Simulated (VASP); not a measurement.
A VASP calculation is set up with these files.

File KPOINTS:
```
Automatic mesh
0
Gamma
2 2 2
0 0 0
```

### INCAR
```
SYSTEM = Ho
PREC = Accurate
ENCUT = 400
EDIFF = 1E-6
NELM = 25
ALGO = VeryFast
LREAL = .FALSE.
LASPH = .TRUE.
ISMEAR = 1
SIGMA = 0.1
GGA = PE
LMAXMIX = 6
LWAVE = .FALSE.
LCHARG = .FALSE.
ISIF = 2
HFSCREEN = 0.2
AEXX = 0.25
LHFCALC = .TRUE.
PRECFOCK = Fast
ISYM = 3
```

POSCAR:
```
Ho
1
    1.8258000000    -3.1623780000     0.0000000000
    1.8258000000     3.1623780000     0.0000000000
    0.0000000000     0.0000000000     5.7324000000
Ho
2
Direct
  0.3333330000   0.6666670000   0.2500000000
  0.6666670000   0.3333330000   0.7500000000
```

POTCAR, in this order: Ho_3 (PBE.64 set). Program: vasp_std.

Output

standard output:
```
 POSCAR found type information on POSCAR Ho
 POSCAR found :  1 types and       2 ions
 Reading from existing POTCAR
 Reading from existing POTCAR
 LDA part: xc-table for (Slater+PW92), standard interpolation
 POSCAR, INCAR and KPOINTS ok, starting setup
 WAVECAR not read
 entering main loop
       N       E                     dE             d eps       ncg     rms          rms(c)
RMM:   1    -0.336012571421E+04   -0.33601E+04   -0.54362E+03    52   0.956E+02
RMM:   2    -0.343415552257E+04   -0.74030E+02   -0.10391E+03    52   0.693E+02
RMM:   3    -0.334250604186E+04    0.91649E+02    0.69788E+02    52   0.875E+02
RMM:   4    -0.334415957536E+04   -0.16535E+01    0.12896E+02    52   0.985E+02
RMM:   5    -0.332924169558E+04    0.14918E+02    0.14930E+02    52   0.104E+03
RMM:   6    -0.332685439584E+04    0.23873E+01    0.58648E+01    52   0.104E+03
RMM:   7    -0.333014904615E+04   -0.32947E+01   -0.15622E+01    52   0.105E+03
RMM:   8    -0.333236955624E+04   -0.22205E+01   -0.33655E+01    52   0.103E+03
RMM:   9    -0.329987474603E+04    0.32495E+02    0.34216E+02   172   0.104E+03
RMM:  10    -0.329898867256E+04    0.88607E+00    0.21313E+02   171   0.408E+02
RMM:  11    -0.329607267610E+04    0.29160E+01    0.67384E+01   199   0.117E+02
RMM:  12    -0.329910500578E+04   -0.30323E+01   -0.34676E+01   204   0.389E+01    0.597E+01
RMM:  13     0.269396479456E+03    0.35685E+04   -0.15349E+01   202   0.260E+01    0.403E+01
RMM:  14     0.276748514253E+03    0.73520E+01   -0.14786E+01   189   0.460E+01    0.205E+01
RMM:  15     0.276920589338E+03    0.17208E+00   -0.11936E+01   205   0.259E+01    0.920E+00
RMM:  16     0.276666225725E+03   -0.25436E+00   -0.48987E+00   206   0.147E+01    0.122E+01
RMM:  17     0.276714056254E+03    0.47831E-01   -0.48203E+00   198   0.160E+01    0.736E+00
RMM:  18     0.276669771341E+03   -0.44285E-01   -0.29448E+00   191   0.145E+01    0.688E+00
RMM:  19     0.276592500706E+03   -0.77271E-01   -0.24118E+00   205   0.951E+00    0.296E+00
RMM:  20     0.276442309357E+03   -0.15019E+00   -0.16180E+00   207   0.780E+00    0.424E+00
RMM:  21     0.276408621760E+03   -0.33688E-01   -0.15538E+00   206   0.801E+00    0.341E+00
RMM:  22     0.276323374887E+03   -0.85247E-01   -0.15476E+00   201   0.907E+00    0.517E+00
RMM:  23     0.276275221938E+03   -0.48153E-01   -0.16155E+00   202   0.101E+01    0.824E+00
RMM:  24     0.276243572707E+03   -0.31649E-01   -0.24093E+00   204   0.128E+01    0.296E+00
RMM:  25     0.276306625189E+03    0.63052E-01   -0.14094E+00   204   0.125E+01

 -----------------------------------------------------------------------------
|                                                                             |
|           W    W    AA    RRRRR   N    N  II  N    N   GGGG   !!!           |
|           W    W   A  A   R    R  NN   N  II  NN   N  G    G  !!!           |
|           W    W  A    A  R    R  N N  N  II  N N  N  G       !!!           |
|           W WW W  AAAAAA  RRRRR   N  N N  II  N  N N  G  GGG   !            |
|           WW  WW  A    A  R   R   N   NN  II  N   NN  G    G                |
|           W    W  A    A  R    R  N    N  II  N    N   GGGG   !!!           |
|                                                                             |
|     The electronic self-consistency was not achieved in the given           |
|     number of steps (NELM). The forces and other quantities evaluated       |
|     might not be reliable so examine the results carefully. If you find     |
|     spurious results, we suggest increasing NELM, if you were close to      |
|     convergence or switching to a different ALGO or adjusting the           |
|     density mixing parameters otherwise.                                    |
|                                                                             |
 -----------------------------------------------------------------------------

   1 F= 0.27630663E+03 E0= 0.27631165E+03  d E =-.150718E-01
```

OUTCAR:
```
------------------------ aborting loop EDIFF was not reached (unconverged)  ----------------------------
  FORCE on cell =-STRESS in cart. coord.  units (eV):
  Direction    XX          YY          ZZ          XY          YZ          ZX
  --------------------------------------------------------------------------------------
  Total      -14.4696493    -14.4696460    -11.3444815      0.0000000      0.0000000      0.0000000
  in kB     -350.2153064   -350.2152257   -274.5754904      0.0000000      0.0000000      0.0000000
  external PRESSURE =    -325.0020075 kB  Pullay stress =       0.0000000 kB
  volume of cell :       66.20
      direct lattice vectors                 reciprocal lattice vectors
     1.825800000 -3.162378000  0.000000000     0.273852558 -0.158108866  0.000000000
     1.825800000  3.162378000  0.000000000     0.273852558  0.158108866  0.000000000
     0.000000000  0.000000000  5.732400000     0.000000000  0.000000000  0.174447003
 POSITION                                       TOTAL-FORCE (eV/Angst)
 -----------------------------------------------------------------------------------
      1.82580      1.05413      1.43310         0.000000      0.000000      0.000000
      1.82580     -1.05413      4.29930        -0.000000      0.000000     -0.000000
 -----------------------------------------------------------------------------------
    total drift:                               -0.001163     -0.002160     -0.006801
  FREE ENERGIE OF THE ION-ELECTRON SYSTEM (eV)
  ---------------------------------------------------
  free  energy   TOTEN  =       276.3066251890 eV

  energy  without entropy=      276.3216969921  energy(sigma->0) =      276.31164912

  exchange ACFDT corr.  =        -0.06294066  see jH, gK, PRB 81, 115126
```
(Selected blocks of OUTCAR.)

Problem. Read input and log: which fault does this run have?
A) NSW is too small for the relaxation to finish
B) one atom is typed twice, on or next to the same site
C) a hybrid functional was run with ALGO = VeryFast
D) fractional coordinates stand under the word Cartesian

Solution. C, a hybrid functional was run with ALGO = VeryFast. The run did not converge; its last values are not results. Against the sound run, the energy per atom (σ→0) increases by 143.658 eV/atom; the pressure falls by 24.37 GPa.

To mend it, set ALGO = Normal.

The mended run (HSE06 screened hybrid, plane waves, VASP's PBE PAW potentials (set 64)) converges, and its OSZICAR ends with
```
   1 F= -.11008056E+02 E0= -.11005064E+02  d E =-.897821E-02
```

The compound is Ho in the hcp structure. The cell was not relaxed at this level. The 4f electrons are frozen in the core of the lanthanide potential, so 4f levels, which can set the real gap, and their magnetism are missing.
